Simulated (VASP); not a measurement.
Level of theory: r2SCAN meta-GGA, VASP's PBE PAW potentials (set 64) (plane waves; VASP).

VASP input:

### INCAR
```
! general
SYSTEM  = Ta2N
PREC    = Accurate
ENCUT   = 520   ! plane-wave cut-off (eV)
LREAL   = .FALSE.   ! projection in real space or not
LASPH   = .TRUE.

! electronic loop
EDIFF   = 1E-7   ! SCF stop (eV)
NELM    = 100
ALGO    = Normal
LMAXMIX = 6   ! l cut-off of mixed one-centre charges
LMIXTAU = .TRUE.

! smearing
ISMEAR  = -5   ! tetrahedra, Bloechl

! functional
METAGGA = R2SCAN

! ions
ISIF    = 2   ! forces and stress, cell fixed

! output
LWAVE   = .FALSE.
LCHARG  = .FALSE.
LORBIT  = 11
NEDOS   = 601   ! DOS grid

! other
LEFG    = .TRUE.
```

### KPOINTS
```
Automatic mesh
0
Gamma
13 13 1
0 0 0
```

**POSCAR**
```
Ta2N
1.0
  3.0615186163   0.0000001794   0.0000000000
 -1.5307586233   2.6513524283   0.0000000000
  0.0000000000   0.0000000000  16.3711617371
N Ta
1 2
direct
  0.0000000000   0.0000000000   0.5000000000
  0.3333330000   0.6666670000   0.5726529463
  0.6666670000   0.3333330000   0.4273470537
```

File KPOINTS_OPT:
```
k-points along high-symmetry lines
20
Line-mode
Reciprocal
  0.000000   0.000000   0.000000 ! GAMMA
  0.500000   0.000000   0.000000 ! M

  0.500000   0.000000   0.000000 ! M
  0.333333   0.333333   0.000000 ! K

  0.333333   0.333333   0.000000 ! K
  0.000000   0.000000   0.000000 ! GAMMA
```

POTCAR, in this order: N Ta_pv (PBE.64 set). Program: vasp_std.

The resulting files:

File OSZICAR:
```
       N       E                     dE             d eps       ncg     rms          rms(c)
DAV:   1     0.127514451101E+03    0.12751E+03   -0.15174E+04   874   0.134E+03
DAV:   2    -0.104702105844E+03   -0.23222E+03   -0.23038E+03   949   0.340E+02
DAV:   3    -0.116843212038E+03   -0.12141E+02   -0.11949E+02   892   0.757E+01
DAV:   4    -0.117329521677E+03   -0.48631E+00   -0.47417E+00  1060   0.130E+01
DAV:   5    -0.117338357610E+03   -0.88359E-02   -0.87762E-02   940   0.155E+00    0.282E+01
DAV:   6    -0.110740453516E+03    0.65979E+01   -0.27678E+01   925   0.367E+01    0.131E+01
DAV:   7    -0.107462458637E+03    0.32780E+01   -0.30184E+00   756   0.133E+01    0.461E+00
DAV:   8    -0.107457760387E+03    0.46983E-02   -0.49891E-01  1003   0.713E+00    0.860E-01
DAV:   9    -0.106228645947E+03    0.12291E+01   -0.20282E-01   876   0.497E+00    0.435E-01
DAV:  10    -0.106086220864E+03    0.14243E+00   -0.50382E-02   938   0.260E+00    0.252E-01
DAV:  11    -0.106055245870E+03    0.30975E-01   -0.17421E-02   766   0.175E+00    0.188E-01
DAV:  12    -0.105990011094E+03    0.65235E-01   -0.27712E-02   742   0.199E+00    0.107E-01
DAV:  13    -0.105905674990E+03    0.84336E-01   -0.24787E-02   814   0.183E+00    0.853E-02
DAV:  14    -0.105778556072E+03    0.12712E+00   -0.68472E-02   905   0.177E+00    0.134E-01
DAV:  15    -0.105783764092E+03   -0.52080E-02   -0.19054E-03   988   0.336E-01    0.152E-01
DAV:  16    -0.105809635472E+03   -0.25871E-01   -0.18673E-02   887   0.564E-01    0.124E-01
DAV:  17    -0.105765177230E+03    0.44458E-01   -0.28391E-02   737   0.964E-01    0.931E-02
DAV:  18    -0.105769087136E+03   -0.39099E-02   -0.80022E-04   862   0.203E-01    0.897E-02
DAV:  19    -0.105750990082E+03    0.18097E-01   -0.28299E-03   749   0.311E-01    0.824E-02
DAV:  20    -0.105762450810E+03   -0.11461E-01   -0.24735E-03   803   0.203E-01    0.564E-02
DAV:  21    -0.105766326108E+03   -0.38753E-02   -0.93787E-04   951   0.147E-01    0.303E-02
DAV:  22    -0.105783828264E+03   -0.17502E-01   -0.83915E-03   722   0.425E-01    0.513E-02
DAV:  23    -0.105786276428E+03   -0.24482E-02   -0.21305E-03   779   0.219E-01    0.631E-02
DAV:  24    -0.105791164523E+03   -0.48881E-02   -0.37622E-03   720   0.347E-01    0.433E-02
DAV:  25    -0.105785836583E+03    0.53279E-02   -0.54595E-03   727   0.358E-01    0.229E-02
DAV:  26    -0.105786102021E+03   -0.26544E-03   -0.33836E-04   899   0.136E-01    0.129E-02
DAV:  27    -0.105785674856E+03    0.42717E-03   -0.50908E-04   774   0.127E-01    0.897E-03
DAV:  28    -0.105785962455E+03   -0.28760E-03   -0.64802E-04   776   0.137E-01    0.711E-03
DAV:  29    -0.105786317728E+03   -0.35527E-03   -0.15350E-04   737   0.615E-02    0.674E-03
DAV:  30    -0.105785348772E+03    0.96896E-03   -0.43049E-04   764   0.128E-01    0.441E-03
DAV:  31    -0.105785601417E+03   -0.25265E-03   -0.56747E-05   723   0.611E-02    0.207E-03
DAV:  32    -0.105786268375E+03   -0.66696E-03   -0.23283E-04   721   0.972E-02    0.164E-03
DAV:  33    -0.105786338593E+03   -0.70218E-04   -0.21720E-05   874   0.328E-02    0.171E-03
DAV:  34    -0.105786343413E+03   -0.48199E-05   -0.27847E-06   797   0.923E-03    0.135E-03
DAV:  35    -0.105786343685E+03   -0.27163E-06   -0.12095E-06   774   0.690E-03    0.852E-04
DAV:  36    -0.105786341652E+03    0.20331E-05   -0.94130E-07   680   0.675E-03    0.400E-04
DAV:  37    -0.105786345355E+03   -0.37036E-05   -0.75300E-07   627   0.531E-03    0.340E-04
DAV:  38    -0.105786345140E+03    0.21554E-06   -0.83748E-08   586   0.272E-03    0.314E-04
DAV:  39    -0.105786346122E+03   -0.98231E-06   -0.19356E-07   558   0.333E-03    0.115E-04
DAV:  40    -0.105786346022E+03    0.99795E-07   -0.35834E-07   588   0.433E-03
   1 F= -.10578635E+03 E0= -.10578635E+03  d E =0.000000E+00
       N       E                     dE             ncg
       N       E                     dE             ncg
       N       E                     dE             ncg
```

OUTCAR:
```
------------------------ aborting loop because EDIFF is reached ----------------------------------------
  FORCE on cell =-STRESS in cart. coord.  units (eV):
  Direction    XX          YY          ZZ          XY          YZ          ZX
  --------------------------------------------------------------------------------------
  Total        0.0981026      0.0981026     -0.2103186      0.0000000      0.0000000     -0.0000000
  in kB        1.1827890      1.1827886     -2.5357384      0.0000004      0.0000000     -0.0000000
  external PRESSURE =      -0.0567203 kB  Pullay stress =       0.0000000 kB
  volume of cell :      132.89
      direct lattice vectors                 reciprocal lattice vectors
     3.061518616  0.000000179  0.000000000     0.326635272  0.188582911  0.000000000
    -1.530758623  2.651352428  0.000000000    -0.000000022  0.377165991  0.000000000
     0.000000000  0.000000000 16.371161737     0.000000000  0.000000000  0.061083020
 POSITION                                       TOTAL-FORCE (eV/Angst)
 -----------------------------------------------------------------------------------
      0.00000      0.00000      8.18558         0.000000     -0.000000     -0.000000
     -0.00000      1.76757      9.37499         0.000000     -0.000000     -0.075944
      1.53076      0.88378      6.99617        -0.000000      0.000000      0.075944
 -----------------------------------------------------------------------------------
    total drift:                                0.000000     -0.000000      0.000000
  FREE ENERGIE OF THE ION-ELECTRON SYSTEM (eV)
  ---------------------------------------------------
  free  energy   TOTEN  =      -105.7863460222 eV

  energy  without entropy=     -105.7863460222  energy(sigma->0) =     -105.78634602

 total charge

# of ion       s       p       d       tot
------------------------------------------
    1        1.267   2.543   0.000   3.810
    2        0.322   6.213   2.337   8.871
    3        0.322   6.213   2.337   8.871
--------------------------------------------------
tot          1.910  14.968   4.673  21.552

 Electric field gradients after diagonalization (V/A^2)
 (convention: |V_zz| > |V_xx| > |V_yy|)
----------------------------------------------------------------------
 ion       V_xx      V_yy      V_zz     asymmetry (V_yy - V_xx)/ V_zz
----------------------------------------------------------------------
   1       3.690     3.689    -7.379       0.000
   2    -147.670  -147.647   295.317       0.000
   3    -147.670  -147.647   295.317       0.000
```
(Selected blocks of OUTCAR.)

The cell holds a wide vacuum, so values per volume refer to the whole cell. For a metal the tetrahedron method with Blöchl corrections gives inexact stress and forces.

The cell is a sheet with vacuum, built from a generated structure.
